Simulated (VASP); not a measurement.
These are PBEsol GGA, VASP's PBE PAW potentials (set 64) (plane waves; VASP 6.6.1) values and carry that method's errors.

Input for VASP

KPOINTS:
```
Automatic mesh
0
Gamma
16 16 16
0 0 0
```

### POSCAR
```
Au
1
    0.0000000000     1.9605202215     1.9605202215
    1.9605202215     0.0000000000     1.9605202215
    1.9605202215     1.9605202215     0.0000000000
Au
1
Direct
  0.0000000000   0.0000000000   0.0000000000
```

INCAR:
```
# general
SYSTEM  = Au
PREC    = Accurate
ENCUT   = 500
LREAL   = .False.   # projection in real space or not
LASPH   = .True.   # aspherical one-centre terms

# electronic loop
EDIFF   = 1E-6
NELM    = 100
ALGO    = Normal   # blocked Davidson
LMAXMIX = 6   # l cut-off of mixed one-centre charges

# smearing
ISMEAR  = 1   # Methfessel-Paxton
SIGMA   = 0.1   # width (eV)

# functional
GGA     = PS

# ions
IBRION  = 2   # conjugate gradients
NSW     = 40   # most ionic steps
ISIF    = 3
EDIFFG  = -0.02
PSTRESS = 450

# output
LWAVE   = .False.
LCHARG  = .False.
```

POTCAR, in this order: Au (PBE.64 set). Program: vasp_std.

Output of the run:

OUTCAR:
```
 ion  position               nearest neighbor table
   1  0.000  0.000  0.000-
  LATTYP: Found a face centered cubic cell.
 ALAT       =     3.9210404430
 Subroutine PRICEL returns:
 Original cell was already a primitive cell.
 Subroutine GETGRP returns: Found 48 space group operations
The static configuration has the point symmetry O_h .
The dynamic configuration has the point symmetry O_h .
 Subroutine INISYM returns: Found 48 space group operations
 Subroutine IBZKPT returns following result:
 Found    145 irreducible k-points:

 Following reciprocal coordinates:
            Coordinates               Weight
  0.000000  0.000000  0.000000      1.000000
  0.062500  0.000000  0.000000      8.000000
  0.125000  0.000000  0.000000      8.000000
  0.187500  0.000000  0.000000      8.000000
  0.250000  0.000000  0.000000      8.000000
  0.312500  0.000000  0.000000      8.000000
  0.375000  0.000000  0.000000      8.000000
  0.437500  0.000000  0.000000      8.000000
  0.500000  0.000000  0.000000      4.000000
  0.062500  0.062500  0.000000      6.000000
  0.125000  0.062500  0.000000     24.000000
  0.187500  0.062500  0.000000     24.000000
  0.250000  0.062500  0.000000     24.000000
  0.312500  0.062500  0.000000     24.000000
  0.375000  0.062500  0.000000     24.000000
  0.437500  0.062500  0.000000     24.000000
  0.500000  0.062500  0.000000     24.000000
 -0.437500  0.062500  0.000000     24.000000
 -0.375000  0.062500  0.000000     24.000000
 -0.312500  0.062500  0.000000     24.000000
 -0.250000  0.062500  0.000000     24.000000
 -0.187500  0.062500  0.000000     24.000000
 -0.125000  0.062500  0.000000     24.000000
 -0.062500  0.062500  0.000000     12.000000
  0.125000  0.125000  0.000000      6.000000
  0.187500  0.125000  0.000000     24.000000
  0.250000  0.125000  0.000000     24.000000
  0.312500  0.125000  0.000000     24.000000
  0.375000  0.125000  0.000000     24.000000
  0.437500  0.125000  0.000000     24.000000
  0.500000  0.125000  0.000000     24.000000
 -0.437500  0.125000  0.000000     24.000000
 -0.375000  0.125000  0.000000     24.000000
 -0.312500  0.125000  0.000000     24.000000
 -0.250000  0.125000  0.000000     24.000000
 -0.187500  0.125000  0.000000     24.000000
 -0.125000  0.125000  0.000000     12.000000
  0.187500  0.187500  0.000000      6.000000
  0.250000  0.187500  0.000000     24.000000
  0.312500  0.187500  0.000000     24.000000
   k-points           NKPTS =    145   k-points in BZ     NKDIM =    145   number of bands    NBANDS=      9
   number of dos      NEDOS =    301   number of ions     NIONS =      1
   total plane-waves  NPLWV =   8000
   dimension x,y,z NGX =    20 NGY =   20 NGZ =   20
   dimension x,y,z NGXF=    40 NGYF=   40 NGZF=   40
   ions per type =               1
   PREC   = accura    normal or accurate (medium, high low for compatibility)
   ISTART =      0    job   : 0-new  1-cont  2-samecut
   ICHARG =      2    charge: 1-file 2-atom 10-const
   ISPIN  =      1    spin polarized calculation?
   LNONCOLLINEAR =      F non collinear calculations
   LSORBIT =      F    spin-orbit coupling
   INIWAV =      1    electr: 0-lowe 1-rand  2-diag
   ENCUT  =  500.0 eV  36.75 Ry    6.06 a.u.   5.06  5.06  5.06*2*pi/ulx,y,z
   NELM   =    100;   NELMIN=  2; NELMDL= -5     # of ELM steps
   EDIFF  = 0.1E-05   stopping-criterion for ELM
   LREAL  =      F    real-space projection
   NLSPLINE    = F    spline interpolate recip. space projectors
   LMAXMIX     =    6 max onsite mixed and CHGCAR
   VOSKOWN=      0    Vosko Wilk Nusair interpolation
...
```

File OSZICAR:
```
       N       E                     dE             d eps       ncg     rms          rms(c)
DAV:   1     0.410437841151E+02    0.41044E+02   -0.58280E+03  2906   0.107E+03
DAV:   2    -0.375949014772E+01   -0.44803E+02   -0.42729E+02  2728   0.203E+02
DAV:   3    -0.409125732619E+01   -0.33177E+00   -0.33064E+00  3110   0.181E+01
DAV:   4    -0.409209604205E+01   -0.83872E-03   -0.83868E-03  2964   0.942E-01
DAV:   5    -0.409210073846E+01   -0.46964E-05   -0.46963E-05  2898   0.673E-02    0.142E+01
DAV:   6    -0.380252038511E+01    0.28958E+00   -0.79130E-01  2659   0.899E+00    0.840E+00
DAV:   7    -0.376872219866E+01    0.33798E-01   -0.13298E-01  2784   0.359E+00    0.306E+00
DAV:   8    -0.376498119380E+01    0.37410E-02   -0.53670E-03  2767   0.842E-01    0.291E-01
DAV:   9    -0.376497613834E+01    0.50555E-05   -0.12455E-05  2891   0.416E-02    0.969E-03
DAV:  10    -0.376497916439E+01   -0.30260E-05   -0.11382E-06  2785   0.953E-03    0.207E-03
DAV:  11    -0.376497922232E+01   -0.57929E-07   -0.29090E-08  1344   0.186E-03
   1 F= 0.46799775E+00 E0= 0.46806177E+00  d E =0.467998E+00
       N       E                     dE             d eps       ncg     rms          rms(c)
DAV:   1    -0.677305545471E+01   -0.30081E+01   -0.98187E+01  2657   0.115E+02    0.253E+01
DAV:   2    -0.279378622071E+01    0.39793E+01   -0.88924E+00  2632   0.322E+01    0.616E+00
DAV:   3    -0.234961565683E+01    0.44417E+00   -0.17183E+00  2697   0.135E+01    0.221E+00
DAV:   4    -0.234975929754E+01   -0.14364E-03   -0.15967E-02  2941   0.137E+00    0.140E+00
DAV:   5    -0.235230976989E+01   -0.25505E-02   -0.13691E-02  2871   0.969E-01    0.758E-02
DAV:   6    -0.235245849363E+01   -0.14872E-03   -0.19792E-04  3182   0.129E-01    0.535E-02
DAV:   7    -0.235247592232E+01   -0.17429E-04   -0.70804E-06  2852   0.251E-02    0.348E-03
DAV:   8    -0.235247597647E+01   -0.54153E-07   -0.12753E-07  1420   0.374E-03
   2 F= 0.10697086E+01 E0= 0.10699079E+01  d E =0.601711E+00
       N       E                     dE             d eps       ncg     rms          rms(c)
DAV:   1    -0.657682987258E+01   -0.42244E+01   -0.69008E+01  2642   0.986E+01    0.103E+01
DAV:   2    -0.388841501991E+01    0.26884E+01   -0.68827E+00  2615   0.276E+01    0.979E+00
DAV:   3    -0.364513277033E+01    0.24328E+00   -0.89424E-01  2705   0.943E+00    0.592E+00
DAV:   4    -0.363737740392E+01    0.77554E-02   -0.18800E-02  2766   0.116E+00    0.157E+00
DAV:   5    -0.363737643586E+01    0.96806E-06   -0.26745E-03  2938   0.343E-01    0.525E-02
DAV:   6    -0.363744064183E+01   -0.64206E-04   -0.39718E-05  2768   0.611E-02    0.199E-02
DAV:   7    -0.363744865596E+01   -0.80141E-05   -0.40783E-06  2996   0.150E-02    0.607E-03
DAV:   8    -0.363744867682E+01   -0.20860E-07   -0.55601E-08  1335   0.256E-03
   3 F= 0.43863127E+00 E0= 0.43867733E+00  d E =-.293665E-01
       N       E                     dE             d eps       ncg     rms          rms(c)
DAV:   1    -0.362849746195E+01    0.89512E-02   -0.13444E-02  2664   0.135E+00    0.168E-01
DAV:   2    -0.362793473952E+01    0.56272E-03   -0.15880E-03  2619   0.407E-01    0.835E-02
DAV:   3    -0.362789431581E+01    0.40424E-04   -0.18179E-04  2711   0.131E-01    0.478E-02
DAV:   4    -0.362789564063E+01   -0.13248E-05   -0.52689E-06  2741   0.212E-02    0.876E-04
DAV:   5    -0.362789565313E+01   -0.12492E-07   -0.75871E-08  1321   0.297E-03
   4 F= 0.43846399E+00 E0= 0.43850892E+00  d E =-.295338E-01
       N       E                     dE             d eps       ncg     rms          rms(c)
DAV:   1    -0.362468672536E+01    0.32089E-02   -0.15407E-03  2669   0.456E-01    0.569E-02
DAV:   2    -0.362462211756E+01    0.64608E-04   -0.18160E-04  2620   0.138E-01    0.285E-02
DAV:   3    -0.362461766716E+01    0.44504E-05   -0.20888E-05  2648   0.446E-02    0.163E-02
DAV:   4    -0.362461814692E+01   -0.47975E-06   -0.57096E-07  1506   0.718E-03
   5 F= 0.43845454E+00 E0= 0.43849909E+00  d E =-.295432E-01
```

**OUTCAR**
```
------------------------ aborting loop because EDIFF is reached ----------------------------------------
  FORCE on cell =-STRESS in cart. coord.  units (eV):
  Direction    XX          YY          ZZ          XY          YZ          ZX
  --------------------------------------------------------------------------------------
  Total        4.0656689      4.0656689      4.0656689     -0.0000000      0.0000000     -0.0000000
  in kB      450.2875382    450.2875382    450.2875382     -0.0000000      0.0000000     -0.0000000
  external PRESSURE =       0.2875382 kB  Pullay stress =     450.0000000 kB
  volume of cell :       14.47
      direct lattice vectors                 reciprocal lattice vectors
    -0.000000000  1.933930613  1.933930613    -0.258540817  0.258540817  0.258540817
     1.933930613  0.000000000  1.933930613     0.258540817 -0.258540817  0.258540817
     1.933930613  1.933930613  0.000000000     0.258540817  0.258540817 -0.258540817
 POSITION                                       TOTAL-FORCE (eV/Angst)
 -----------------------------------------------------------------------------------
      0.00000      0.00000      0.00000        -0.000000     -0.000000     -0.000000
 -----------------------------------------------------------------------------------
    total drift:                                0.000000     -0.000000      0.000000
  FREE ENERGIE OF THE ION-ELECTRON SYSTEM (eV)
  ---------------------------------------------------
  free  energy   TOTEN  =        -3.6246181469 eV

  energy  without entropy=       -3.6244844902  energy(sigma->0) =       -3.62457359
  enthalpy is  TOTEN    =         0.4384545387 eV   P V=        4.0630726857

 reached required accuracy - stopping structural energy minimisation
```
(Selected blocks of OUTCAR.)

### CONTCAR
```
Au
   1.00000000000000
    -0.0000000000000000    1.9339306134949328    1.9339306134949328
     1.9339306134949328    0.0000000000000000    1.9339306134949328
     1.9339306134949328    1.9339306134949328    0.0000000000000000
  Au
     1
Direct
     0.0000000000000000    0.0000000000000000    0.0000000000000000
```

Energy and stress use the plane-wave basis of the starting cell.

The compound is Au in the fcc structure. This run relaxes it under an external pressure of 45 GPa. Symmetry was kept, so distortions that lower it aren't found.
